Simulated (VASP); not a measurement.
These are revPBE GGA, VASP's PBE PAW potentials (set 64) (plane waves; VASP 6.6.1) values and carry that method's errors.

VASP ran on this input.

**KPOINTS**
```
Regular mesh
0
Gamma
 11 11 7
```

File POSCAR:
```
Gd
1.0
  1.8331083158  -3.1750365121   0.0000000000
  1.8331083158   3.1750365121   0.0000000000
  0.0000000000   0.0000000000   5.6913944944
Gd
2
Cartesian
  1.8331083158   1.0583476207   1.4228486236
  1.8331083158  -1.0583476207   4.2685458708
```

INCAR:
```
! general
SYSTEM  = Gd
PREC    = Accurate
ENCUT   = 520   ! plane-wave cut-off (eV)
LREAL   = F   ! projection in real space or not
LASPH   = T   ! aspherical one-centre terms

! electronic loop
EDIFF   = 1E-7
NELM    = 100   ! most electronic steps
ALGO    = Normal   ! blocked Davidson
LMAXMIX = 6   ! l cut-off of mixed one-centre charges

! smearing
ISMEAR  = 1
SIGMA   = 0.1

! functional
GGA     = RE

! ions
IBRION  = 2   ! conjugate gradients
NSW     = 30   ! most ionic steps
ISIF    = 4   ! ions and shape, fixed volume
EDIFFG  = -0.01

! output
LWAVE   = F
LCHARG  = F
```

POTCAR, in this order: Gd_3 (PBE.64 set). Program: vasp_std.

The run wrote:

### OSZICAR
```
       N       E                     dE             d eps       ncg     rms          rms(c)
DAV:   1     0.393622877844E+02    0.39362E+02   -0.88584E+03  1664   0.122E+03
DAV:   2    -0.683952764066E+01   -0.46202E+02   -0.45121E+02  1849   0.236E+02
DAV:   3    -0.853140546841E+01   -0.16919E+01   -0.15899E+01  2245   0.275E+01
DAV:   4    -0.856375836004E+01   -0.32353E-01   -0.32166E-01  2086   0.391E+00
DAV:   5    -0.856475071324E+01   -0.99235E-03   -0.99210E-03  2501   0.495E-01    0.226E+01
DAV:   6    -0.856991290704E+01   -0.51622E-02   -0.20747E-02  1909   0.120E+00    0.136E+01
DAV:   7    -0.858097218519E+01   -0.11059E-01   -0.38330E-02  1824   0.164E+00    0.209E-01
DAV:   8    -0.858074336644E+01    0.22882E-03   -0.20142E-03  1994   0.334E-01    0.606E-02
DAV:   9    -0.858076115494E+01   -0.17789E-04   -0.20720E-04  2079   0.108E-01    0.366E-02
DAV:  10    -0.858075497409E+01    0.61808E-05   -0.32930E-05  2017   0.404E-02    0.470E-02
DAV:  11    -0.858075740562E+01   -0.24315E-05   -0.56592E-06  1949   0.174E-02    0.225E-03
DAV:  12    -0.858075764985E+01   -0.24423E-06   -0.38072E-07  2315   0.412E-03    0.424E-03
DAV:  13    -0.858075759385E+01    0.56002E-07   -0.21555E-08  1192   0.115E-03
   1 F= -.85807576E+01 E0= -.85803358E+01  d E =-.858076E+01
       N       E                     dE             d eps       ncg     rms          rms(c)
DAV:   1    -0.858739974829E+01   -0.66421E-02   -0.25296E-01  1684   0.365E+00    0.320E-01
DAV:   2    -0.858421057767E+01    0.31892E-02   -0.39752E-03  1964   0.509E-01    0.188E-01
DAV:   3    -0.858278477746E+01    0.14258E-02   -0.19457E-03  2150   0.336E-01    0.805E-02
DAV:   4    -0.858279643665E+01   -0.11659E-04   -0.27501E-04  2186   0.116E-01    0.480E-02
DAV:   5    -0.858279793505E+01   -0.14984E-05   -0.70415E-06  2437   0.203E-02    0.393E-03
DAV:   6    -0.858279762068E+01    0.31437E-06   -0.79070E-07  2251   0.664E-03    0.221E-03
DAV:   7    -0.858279756804E+01    0.52639E-07   -0.85884E-08  1002   0.246E-03
   2 F= -.85827976E+01 E0= -.85827434E+01  d E =-.203997E-02
       N       E                     dE             d eps       ncg     rms          rms(c)
DAV:   1    -0.858478987852E+01   -0.19923E-02   -0.89578E-02  1674   0.217E+00    0.192E-01
DAV:   2    -0.858364506633E+01    0.11448E-02   -0.14125E-03  1934   0.305E-01    0.112E-01
DAV:   3    -0.858313274620E+01    0.51232E-03   -0.70422E-04  2132   0.203E-01    0.478E-02
DAV:   4    -0.858313748751E+01   -0.47413E-05   -0.10018E-04  2163   0.700E-02    0.286E-02
DAV:   5    -0.858313786887E+01   -0.38136E-06   -0.25479E-06  2432   0.121E-02    0.244E-03
DAV:   6    -0.858313772795E+01    0.14092E-06   -0.29637E-07  2048   0.408E-03    0.134E-03
DAV:   7    -0.858313770218E+01    0.25772E-07   -0.33813E-08   932   0.153E-03
   3 F= -.85831377E+01 E0= -.85831827E+01  d E =-.238011E-02
```

File OUTCAR:
```
------------------------ aborting loop because EDIFF is reached ----------------------------------------
  FORCE on cell =-STRESS in cart. coord.  units (eV):
  Direction    XX          YY          ZZ          XY          YZ          ZX
  --------------------------------------------------------------------------------------
  Total        0.3939120      0.3939120      0.3970644      0.0000000      0.0000000      0.0000000
  in kB        9.5263003      9.5262989      9.6025374      0.0000000      0.0000000      0.0000000
  external PRESSURE =       9.5517122 kB  Pullay stress =       0.0000000 kB
  volume of cell :       66.25
      direct lattice vectors                 reciprocal lattice vectors
     1.823098901 -3.157699694  0.000000000     0.274258297 -0.158343113 -0.000000000
     1.823098901  3.157699694 -0.000000000     0.274258297  0.158343113  0.000000000
     0.000000000 -0.000000000  5.754061330     0.000000000  0.000000000  0.173790292
 POSITION                                       TOTAL-FORCE (eV/Angst)
 -----------------------------------------------------------------------------------
      1.82310      1.05257      1.43852         0.000000      0.000000      0.000000
      1.82310     -1.05257      4.31555         0.000000     -0.000000      0.000000
 -----------------------------------------------------------------------------------
    total drift:                                0.000004      0.000116     -0.000011
  FREE ENERGIE OF THE ION-ELECTRON SYSTEM (eV)
  ---------------------------------------------------
  free  energy   TOTEN  =        -8.5831377022 eV

  energy  without entropy=       -8.5832726115  energy(sigma->0) =       -8.58318267

 reached required accuracy - stopping structural energy minimisation
```
(Selected blocks of OUTCAR.)

### CONTCAR
```
Gd
   1.00000000000000
     1.8230989013014269   -3.1576996941674400    0.0000000000000000
     1.8230989013014269    3.1576996941674400   -0.0000000000000000
     0.0000000000000000   -0.0000000000000000    5.7540613300848245
  Gd
     2
Direct
     0.3333330000000032    0.6666669999999968    0.2500000000000000
     0.6666669999999968    0.3333330000000032    0.7500000000000000
```

The 4f electrons are frozen in the core of the lanthanide potential, so 4f levels, which can set the real gap, and their magnetism are missing.

The compound is Gd in the hcp structure. This cell is one point of a volume scan, at 0.97 of the reference volume. Symmetry was kept, so distortions that lower it aren't found.
